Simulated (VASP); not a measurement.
# Li4In (Im-3m) in VASP: further runs

The runs below take Li4In through single point, relaxation of cell and atoms, with PBE.

Program: VASP 6.6.1. These are calculated values, not measurements. Logs are shortened: lines on timing, memory, paths and dates and some standing lists are left out, and cuts for length are marked.

## 1. The cell of the first run

Symmetry: Im-3m, No. 229, cubic system. The conventional cell has a = 6.418 Å, b = 6.418 Å, c = 6.418 Å, α = 90.00°, β = 90.00°, γ = 90.00°. Li (site symmetry -3m) has 2 In at 2.78 Å as nearest neighbours. Around In (site symmetry m-3m) lie 8 Li at 2.78 Å.

The cell was built by a generator and needn't be a form met in nature.

## 2. Single point, PBE (species swapped into the CrGa4 type (Im-3m, No. 229))

INCAR reads:

```
SYSTEM = Li4In
  PREC = Accurate
  ENCUT = 520
  EDIFF = 1E-7
  ISMEAR = 0
  SIGMA = 0.1
  LREAL = .False.
  LASPH = .True.
  NELM = 100
  ALGO = Normal
  ISIF = 2
  LWAVE = .False.
  LCHARG = .False.
  GGA = PE
  NBANDS = 20
```

KPOINTS reads:

```
regular mesh
0
Gamma
  6 6 6
  0 0 0
```

POSCAR reads:

```
Li4In
1.0
   -3.2087700404      3.2087700404      3.2087700404
    3.2087700404     -3.2087700404      3.2087700404
    3.2087700404      3.2087700404     -3.2087700404
Li In
4 1
Direct
    0.0000000000      0.0000000000      0.5000000000
    0.0000000000      0.5000000000      0.0000000000
    0.5000000000      0.0000000000      0.0000000000
    0.5000000000      0.5000000000      0.5000000000
    0.0000000000      0.0000000000      0.0000000000
```

Potentials or basis: VASP PAW PBE potentials, release 64 (Li_sv, In_d).

On the command line:

```
cat potpaw_PBE.64/Li_sv/POTCAR potpaw_PBE.64/In_d/POTCAR > POTCAR
mpirun -np 1 vasp_std > vasp.out
```

OUTCAR:

```text
SYSTEM = Li4In
   PREC = Accurate
   ENCUT = 520
   EDIFF = 1E-7
   ISMEAR = 0
   LREAL = .False.
   LASPH = .True.
   NELM = 100
   ISIF = 2
   GGA = PE

 ion  position               nearest neighbor table
   1  0.000  0.000  0.500-   5 2.78   5 2.78
   2  0.000  0.500  0.000-   5 2.78   5 2.78
   3  0.500  0.000  0.000-   5 2.78   5 2.78
   4  0.500  0.500  0.500-   5 2.78   5 2.78
   5  0.000  0.000  0.000-   1 2.78   2 2.78   3 2.78   4 2.78   1 2.78   2 2.78   3 2.78   4 2.78

  LATTYP: Found a body centered cubic cell.
 ALAT       =     6.4175400808

  Lattice vectors:

 A1 = (  -3.2087700404,   3.2087700404,   3.2087700404)
 A2 = (   3.2087700404,  -3.2087700404,   3.2087700404)
 A3 = (   3.2087700404,   3.2087700404,  -3.2087700404)

Analysis of symmetry for initial positions (statically):
=====================================================================
 Subroutine PRICEL returns:
 Original cell was already a primitive cell.

 Routine SETGRP: Setting up the symmetry group for a
 body centered cubic supercell.

 Subroutine GETGRP returns: Found 48 space group operations
 (whereof 48 operations were pure point group operations)
 out of a pool of 48 trial point group operations.

The static configuration has the point symmetry O_h .

Analysis of symmetry for dynamics (positions and initial velocities):
=====================================================================
 Subroutine PRICEL returns:
 Original cell was already a primitive cell.

 Routine SETGRP: Setting up the symmetry group for a
 body centered cubic supercell.

 Subroutine GETGRP returns: Found 48 space group operations
 (whereof 48 operations were pure point group operations)
 out of a pool of 48 trial point group operations.

The dynamic configuration has the point symmetry O_h .

 Subroutine INISYM returns: Found 48 space group operations
 (whereof 48 operations are pure point group operations),
 and found     1 'primitive' translations

----------------------------------------------------------------------------------------

                                     Primitive cell

  volume of cell :     132.1526

  direct lattice vectors                    reciprocal lattice vectors
    -3.208770040  3.208770040  3.208770040     0.000000000  0.155822946  0.155822946
     3.208770040 -3.208770040  3.208770040     0.155822946  0.000000000  0.155822946
     3.208770040  3.208770040 -3.208770040     0.155822946  0.155822946  0.000000000

  length of vectors
     5.557752740  5.557752740  5.557752740     0.220366923  0.220366923  0.220366923

  position of ions in fractional coordinates (direct lattice)
     0.000000000  0.000000000  0.500000000
     0.000000000  0.500000000  0.000000000
     0.500000000  0.000000000  0.000000000
     0.500000000  0.500000000  0.500000000
     0.000000000  0.000000000  0.000000000

  ion indices of the primitive-cell ions
   primitive index   ion index
                 1           1
                 2           2
                 3           3
                 4           4
                 5           5

----------------------------------------------------------------------------------------

 KPOINTS: regular mesh

Automatic generation of k-mesh.
 Grid dimensions read from file:
 generate k-points for:    6    6    6

 Generating k-lattice:

  Cartesian coordinates                     Fractional coordinates (reciprocal lattice)
     0.000000000  0.025970491  0.025970491     0.166666667  0.000000000  0.000000000
     0.025970491  0.000000000  0.025970491     0.000000000  0.166666667  0.000000000
     0.025970491  0.025970491  0.000000000     0.000000000  0.000000000  0.166666667

  Length of vectors
     0.036727821  0.036727821  0.036727821

  Shift w.r.t. Gamma in fractional coordinates (k-lattice)
     0.000000000  0.000000000  0.000000000

 Subroutine IBZKPT returns following result:
 ===========================================

 Found     16 irreducible k-points:

 Following reciprocal coordinates:
            Coordinates               Weight
  0.000000  0.000000  0.000000      1.000000
  0.166667  0.000000  0.000000     12.000000
  0.333333  0.000000  0.000000     12.000000
  0.500000  0.000000  0.000000      6.000000
  0.166667  0.166667  0.000000     24.000000
  0.333333  0.166667 -0.000000     48.000000
[... 8 lines left out ...]
  0.500000  0.500000  0.333333     12.000000
  0.500000  0.500000  0.500000      1.000000
   k-points           NKPTS =     16   k-points in BZ     NKDIM =     16   number of bands    NBANDS=     20
   number of dos      NEDOS =    301   number of ions     NIONS =      5
   total plane-waves  NPLWV =  74088
   dimension x,y,z NGX =    42 NGY =   42 NGZ =   42
   dimension x,y,z NGXF=    84 NGYF=   84 NGZF=   84
   ions per type =               4   1
   NGX,Y,Z   is equivalent  to a cutoff of  12.56, 12.56, 12.56 a.u.
   NGXF,Y,Z  is equivalent  to a cutoff of  25.13, 25.13, 25.13 a.u.
 SYSTEM =  Li4In
   PREC   = accura    normal or accurate (medium, high low for compatibility)
   ISTART =      0    job   : 0-new  1-cont  2-samecut
   ICHARG =      2    charge: 1-file 2-atom 10-const
   ISPIN  =      1    spin polarized calculation?
   LNONCOLLINEAR =      F non collinear calculations
   LSORBIT =      F    spin-orbit coupling
   LASPH  =      T    aspherical Exc in radial PAW
   ENCUT  =  520.0 eV  38.22 Ry    6.18 a.u.  10.33 10.33 10.33*2*pi/ulx,y,z
   NELM   =    100;   NELMIN=  2; NELMDL= -5     # of ELM steps
   EDIFF  = 0.1E-06   stopping-criterion for ELM
   LREAL  =      F    real-space projection
   EDIFFG = 0.1E-05   stopping-criterion for IOM
   NSW    =      0    number of steps for IOM
   IBRION =     -1    ionic relax: 0-MD 1-quasi-New 2-CG
   NFREE  =      0    steps in history (QN), initial steepest desc. (CG)
   ISIF   =      2    stress and relaxation
   ISYM   =      2    0-nonsym 1-usesym 2-fastsym
   POTIM  = 0.5000    time-step for ionic-motion
   TEBEG  =    0.0;   TEEND  =   0.0 temperature during run
   PSTRESS=    0.0 pullay stress
   NELECT =      25.0000    total number of electrons
   NUPDOWN=      -1.0000    fix difference up-down
   EMIN   =  10.00;   EMAX   =-10.00  energy-range for DOS
   EFERMI =   0.00;   METHOD = LEGACY
   ISMEAR =     0;   SIGMA  =   0.10  broadening in eV -4-tet -1-fermi 0-gaus
   EFERMI_NEDOS =   21; number of points for ismear=-14 and -15
   IALGO  =     38    algorithm
   IMIX   =      4    mixing-type and parameters
     AMIX     =   0.40;   BMIX     =  1.00
     AMIX_MAG =   1.60;   BMIX_MAG =  1.00
  volume/ion in A,a.u.               =      26.43       178.36
  Fermi-wavevector in a.u.,A,eV,Ry     =   0.939787  1.775941 12.016668  0.883200
  Thomas-Fermi vector in A             =   2.067134
   LORBIT       =      0    0 simple, 1 ext, 2 COOP (PROOUT), +10 PAW based schemes
   GGA     = PE    functional components
   LHFCALC =     F    Hartree Fock is set to
   AEXX    =    0.0000 exact exchange contribution
   IVDW    =     0    specifies the selected vdW correction
   LEPSILON=     F    determine dielectric tensor
   LRPA    =     F    only Hartree local field effects (RPA)
 non-spin polarized calculation
 Gauss-broadening in eV      SIGMA  =   0.10
  energy-cutoff  :      520.00
  volume of cell :      132.15
 maximum number of plane-waves:      3586
 NGX is ok and might be reduce to    42
   NGX = 21   NGY = 21   NGZ = 21

 number of electron      25.0000021 magnetization

 Free energy of the ion-electron system (eV)
  ---------------------------------------------------
  ext. energy  EPLUGINS =         0.00000000
  ---------------------------------------------------
  free energy    TOTEN  =        -9.89812630 eV

  energy without entropy =       -9.85341705  energy(sigma->0) =       -9.87577167

 E-fermi :   0.9174     XC(G=0):  -7.0227

 val. band max:        0.8905541680   @ k =   0.5000   0.0000   0.0000
 cond. band min:       0.9278470605   @ k =   0.3333   0.0000   0.0000
 fundamental gap:      0.0372928925
 Fermi energy:         0.9174190196

 k-point     1 :       0.0000    0.0000    0.0000
  band No.  band energies     occupation
      1     -45.6337      2.00000
      2     -45.6267      2.00000
      3     -45.6267      2.00000
      4     -45.6267      2.00000
      5     -12.9304      2.00000
      6     -12.9304      2.00000
[... 12 lines left out ...]
     19       5.6663      0.00000
     20       5.9892      0.00000

 k-point     2 :       0.1667    0.0000    0.0000
  band No.  band energies     occupation
      1     -45.6332      2.00000
      2     -45.6272      2.00000
      3     -45.6267      2.00000
      4     -45.6267      2.00000
      5     -12.9318      2.00000
      6     -12.9312      2.00000
[... 12 lines left out ...]
     19       6.2089      0.00000
     20       6.3295      0.00000

 k-point     3 :       0.3333    0.0000    0.0000
  band No.  band energies     occupation
      1     -45.6319      2.00000
      2     -45.6284      2.00000
      3     -45.6268      2.00000
      4     -45.6267      2.00000
      5     -12.9345      2.00000
      6     -12.9328      2.00000
[... 12 lines left out ...]
     19       6.6438      0.00000
     20       6.7281      0.00000

 k-point     4 :       0.5000    0.0000    0.0000
  band No.  band energies     occupation
      1     -45.6301      2.00000
      2     -45.6301      2.00000
      3     -45.6268      2.00000
      4     -45.6268      2.00000
      5     -12.9358      2.00000
      6     -12.9336      2.00000
[... 12 lines left out ...]
     19       6.4264      0.00000
     20       7.0956      0.00000

 k-point     5 :       0.1667    0.1667    0.0000
  band No.  band energies     occupation
      1     -45.6323      2.00000
      2     -45.6276      2.00000
      3     -45.6276      2.00000
      4     -45.6264      2.00000
      5     -12.9338      2.00000
      6     -12.9321      2.00000
[... 12 lines left out ...]
     19       6.4411      0.00000
     20       6.5676      0.00000

 k-point     6 :       0.3333    0.1667   -0.0000
  band No.  band energies     occupation
      1     -45.6308      2.00000
      2     -45.6290      2.00000
      3     -45.6278      2.00000
      4     -45.6262      2.00000
      5     -12.9354      2.00000
      6     -12.9336      2.00000
[... 12 lines left out ...]
     19       6.6702      0.00000
     20       7.1556      0.00000

 k-point     7 :       0.3333    0.3333    0.0000
  band No.  band energies     occupation
      1     -45.6293      2.00000
      2     -45.6293      2.00000
      3     -45.6293      2.00000
      4     -45.6259      2.00000
      5     -12.9348      2.00000
      6     -12.9348      2.00000
[... 12 lines left out ...]
     19       7.2806      0.00000
     20       7.2806      0.00000
[... 93 lines left out ...]
 k-point    12 :       0.5000    0.5000    0.1667
  band No.  band energies     occupation
      1     -45.6301      2.00000
      2     -45.6301      2.00000
      3     -45.6284      2.00000
      4     -45.6251      2.00000
      5     -12.9360      2.00000
      6     -12.9343      2.00000
[... 12 lines left out ...]
     19       7.1391      0.00000
     20       7.4721      0.00000

 k-point    13 :      -0.3333    0.5000    0.1667
  band No.  band energies     occupation
      1     -45.6305      2.00000
      2     -45.6293      2.00000
      3     -45.6292      2.00000
      4     -45.6247      2.00000
      5     -12.9357      2.00000
      6     -12.9349      2.00000
[... 12 lines left out ...]
     19       6.9823      0.00000
     20       8.2727      0.00000

 k-point    14 :      -0.3333    0.3333    0.3333
  band No.  band energies     occupation
      1     -45.6309      2.00000
      2     -45.6292      2.00000
      3     -45.6292      2.00000
      4     -45.6243      2.00000
      5     -12.9350      2.00000
      6     -12.9350      2.00000
[... 12 lines left out ...]
     19       5.7727      0.00000
     20       9.1866      0.00000

 k-point    15 :       0.5000    0.5000    0.3333
  band No.  band energies     occupation
      1     -45.6301      2.00000
      2     -45.6301      2.00000
      3     -45.6296      2.00000
      4     -45.6239      2.00000
      5     -12.9363      2.00000
      6     -12.9357      2.00000
[... 12 lines left out ...]
     19       7.2315      0.00000
     20       7.2382      0.00000

 k-point    16 :       0.5000    0.5000    0.5000
  band No.  band energies     occupation
      1     -45.6301      2.00000
      2     -45.6301      2.00000
      3     -45.6301      2.00000
      4     -45.6235      2.00000
      5     -12.9364      2.00000
      6     -12.9364      2.00000
[... 12 lines left out ...]
     19       7.1155      0.00000
     20       7.1156      0.00000

------------------------ aborting loop because EDIFF is reached ----------------------------------------

  FORCE on cell =-STRESS in cart. coord.  units (eV):
  Direction    XX          YY          ZZ          XY          YZ          ZX
  --------------------------------------------------------------------------------------
  -------------------------------------------------------------------------------------
  Total        0.0011068      0.0011068      0.0011068      0.0000000      0.0000000     -0.0000000
  in kB        0.0134182      0.0134182      0.0134182      0.0000000      0.0000000     -0.0000000
  external PRESSURE =       0.0134182 kB  Pullay stress =       0.0000000 kB

 VOLUME and BASIS-vectors are now :
 -----------------------------------------------------------------------------
  energy-cutoff  :      520.00
  volume of cell :      132.15
      direct lattice vectors                 reciprocal lattice vectors
    -3.208770040  3.208770040  3.208770040     0.000000000  0.155822946  0.155822946
     3.208770040 -3.208770040  3.208770040     0.155822946  0.000000000  0.155822946
     3.208770040  3.208770040 -3.208770040     0.155822946  0.155822946  0.000000000

 POSITION                                       TOTAL-FORCE (eV/Angst)
 -----------------------------------------------------------------------------------
      1.60439      1.60439     -1.60439        -0.000000      0.000000      0.000000
      1.60439     -1.60439      1.60439        -0.000000     -0.000000     -0.000000
     -1.60439      1.60439      1.60439         0.000000      0.000000     -0.000000
      1.60439      1.60439      1.60439         0.000000      0.000000      0.000000
      0.00000      0.00000      0.00000        -0.000000      0.000000     -0.000000
 -----------------------------------------------------------------------------------
    total drift:                               -0.000000     -0.000000      0.000000

  FREE ENERGIE OF THE ION-ELECTRON SYSTEM (eV)
  ---------------------------------------------------
  free  energy   TOTEN  =        -9.8981262990 eV

  energy  without entropy=       -9.8534170451  energy(sigma->0) =       -9.87577167
```

Wall time 24 s (1 thread of Intel Xeon 6975P-C (Granite Rapids), shared host); peak memory 0.26 GiB.

What came out:

| Property | Result |
| --- | --- |
| Free energy | -9.8981 eV |
| Band gap on the k mesh | none (metal or under the smearing width) |

Levels at points of the mesh, in eV from the Fermi level:
```tsv
k point	band 11	band 12	band 13	band 14	band 15	band 16
(0.00, 0.00, 0.00)	0.08	0.08	0.08	1.21	2.79	2.79
(0.50, 0.00, 0.00)	-1.78	-0.03	0.02	0.88	2.39	3.29
(0.50, 0.50, 0.50)	-0.38	-0.38	-0.38	0.10	0.10	4.78
```

Caveat: the cutoff is under 1.25 times the usual one of these potentials, so pressure, stress and relaxed cells hold a basis-set (Pulay) error.

## 3. Relaxation of cell and atoms, PBE (species swapped into the CrGa4 type (Im-3m, No. 229))

INCAR reads:

```
SYSTEM = Li4In
ALGO     = Normal         ! electronic algorithm
EDIFF    = 1E-7           ! SCF threshold, eV
EDIFFG   = -0.04          ! ionic threshold
ENCUT    = 600            ! plane-wave cutoff, eV
GGA      = PE             ! functional
IBRION   = 2              ! ionic algorithm
ISIF     = 3              ! what is computed and relaxed
ISMEAR   = 0              ! smearing method
LASPH    = .True.         ! aspherical terms in the spheres
LCHARG   = .False.        ! write CHGCAR
LREAL    = .False.        ! projectors in reciprocal space
LWAVE    = .False.        ! write WAVECAR
NELM     = 100            ! most SCF steps
NSW      = 90             ! ionic steps
PREC     = Accurate       ! precision mode
SIGMA    = 0.1            ! smearing width, eV
```

KPOINTS reads:

```
k-points
0
Gamma
  6 6 6
  0 0 0
```

Edit POSCAR of step 2 so:

```diff
@@ -2,5 +2,5 @@
 1.0
-   -3.2087700404      3.2087700404      3.2087700404
-    3.2087700404     -3.2087700404      3.2087700404
-    3.2087700404      3.2087700404     -3.2087700404
+   -2.6208825800      2.6208825800      2.6208825800
+    2.6208825800     -2.6208825800      2.6208825800
+    2.6208825800      2.6208825800     -2.6208825800
 Li In
```

Potentials or basis: VASP PAW PBE potentials, release 64 (Li_sv, In_d).

On the command line:

```
cat potpaw_PBE.64/Li_sv/POTCAR potpaw_PBE.64/In_d/POTCAR > POTCAR
mpirun -np 1 vasp_std > vasp.out
```

Wall time 37 s (1 thread of Intel Xeon 6975P-C (Granite Rapids), shared host); peak memory 0.22 GiB.

The run converged. Its results:

```
Free energy                            : -9.6918 eV
Relaxed volume                         : 24.28 Å³/atom
Relaxed cell                           : a = 5.403 Å, b = 5.403 Å, c = 5.403 Å, α = 109.47°, β = 109.47°, γ = 109.47°
Space group after relaxing (to 0.05 Å) : Im-3m (No. 229)
Energy gained by relaxing              : 582.0 meV/atom
Ionic steps                            : 4
Pressure after relaxing                : 0.1 GPa
Band gap on the k mesh                 : none (metal or under the smearing width)
```

The path:
| step | energy change (eV) | largest force (eV/Å) | pressure (GPa) | volume (Å³) |
| --- | --- | --- | --- | --- |
| 1 | 0.0000 | 0.0000 | 26.00 | 72.01 |
| 2 | -2.4866 | 0.0000 | 6.75 | 99.22 |
| 3 | -2.8944 | 0.0000 | 1.08 | 116.99 |
| 4 | -2.9100 | 0.0000 | 0.06 | 121.42 |

Final structure:
```
Li In
1.0
    -3.11942    3.11942    3.11942
     3.11942   -3.11942    3.11942
     3.11942    3.11942   -3.11942
Li In
4 1
Direct
  0.00000 0.00000 0.50000
  0.00000 0.50000 0.00000
  0.50000 0.00000 0.00000
  0.50000 0.50000 0.50000
  0.00000 0.00000 0.00000
```

Levels at points of the mesh, in eV from the Fermi level:
```tsv
k point	band 9	band 10	band 11	band 12	band 13	band 14	band 15	band 16
(0.00, 0.00, 0.00)	-13.83	-5.48	0.06	0.06	0.06	1.44	2.87	2.87
(0.50, 0.00, 0.00)	-13.83	-5.09	-1.87	-0.07	0.06	0.92	2.58	3.42
(0.50, 0.50, 0.50)	-13.83	-5.05	-0.31	-0.31	-0.31	0.02	0.02	5.03
```

Caveat: the cutoff is under 1.25 times the usual one of these potentials, so pressure, stress and relaxed cells hold a basis-set (Pulay) error; the volume moved by over 15 % at a fixed basis, so the end points are rough.
